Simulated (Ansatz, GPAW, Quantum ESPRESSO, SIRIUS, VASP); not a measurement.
## One calculation of AgRh, 6 ways

```
CELL_PARAMETERS angstrom
2.77759 0.00000 0.00000
-1.38879 2.40546 0.00000
0.00000 0.00000 4.80860
ATOMIC_POSITIONS crystal
Ag 0.00000 0.00000 0.50000
Rh 0.66667 0.33333 0.00000
```

The cell comes from a database or a generator and needn't be the stable form of this composition.

Alike in all runs: task single point; functional PBEsol; k mesh 11 × 11 × 6; occupations fermi-dirac, width 0.05 eV; no spin polarisation; no spin-orbit coupling. Pressure is positive in compression and, in plane waves, holds the error of the finite cutoff, which Ansatz's Pulay term estimates and takes out.

```
                                        program and potentials  plane-wave cutoff (eV)                                                                                                                            notes  pressure (GPa)
                                            Ansatz, Ansatz PAW                     420  potentials made for PBE, which Ansatz adapts in part; 18 valence electrons an atom on average; Pulay term of +0.06 GPa included          -10.60
                Ansatz, all-electron LAPW, scalar-relativistic                       -                                                                                                                                -          -10.62
                             Quantum ESPRESSO, GBRV 1.5 PBEsol                     762                                                                                          17 valence electrons an atom on average          -10.63
SIRIUS, PseudoDojo 0.4.1 PBEsol standard (scalar relativistic)                    1202                                                                                          18 valence electrons an atom on average          -10.55
                         VASP, PBE PAW files Ag, Rh_pv, 520 eV                     520                                                                 potentials made for PBE; 13 valence electrons an atom on average          -10.75
             GPAW, PAW data sets generated for this functional                     600                                                                                          16 valence electrons an atom on average           -9.74
```

The pressure spans -10.75 (VASP, PBE PAW files Ag, Rh_pv, 520 eV) to -9.74 GPa (GPAW, PAW data sets generated for this functional), with all-electron results at -10.62. The cell lies far from this level's equilibrium.

The functional is the same throughout but for its coding, so the spread measures potentials, basis and numerics; runs on potential files found faulty are left out.

The negative pressure in every run means that PBEsol would contract this cell. That is what one expects if the geometry came from a functional such as PBE, which gives 4d metals larger volumes; this origin is an inference. Silver, with its filled d shell, is larger than rhodium, whose partly filled d band binds more strongly. Sharing one in-plane lattice constant therefore probably squeezes the silver layers and stretches the rhodium layers, a mismatch that a single averaged pressure conceals.

Five of the six runs lie close together, while GPAW stands apart at -9.74 GPa. The number of valence electrons doesn't explain this, since VASP treats fewer and stays nearer the all-electron value. An incomplete plane-wave basis normally makes the pressure too negative, the opposite of GPAW's deviation, so its data sets or other numerics are the likelier source. The agreement among the rest supports the sign and approximate size of the tension, but says nothing about whether ordered AgRh is stable against separation into the elements, which are largely immiscible in the bulk.
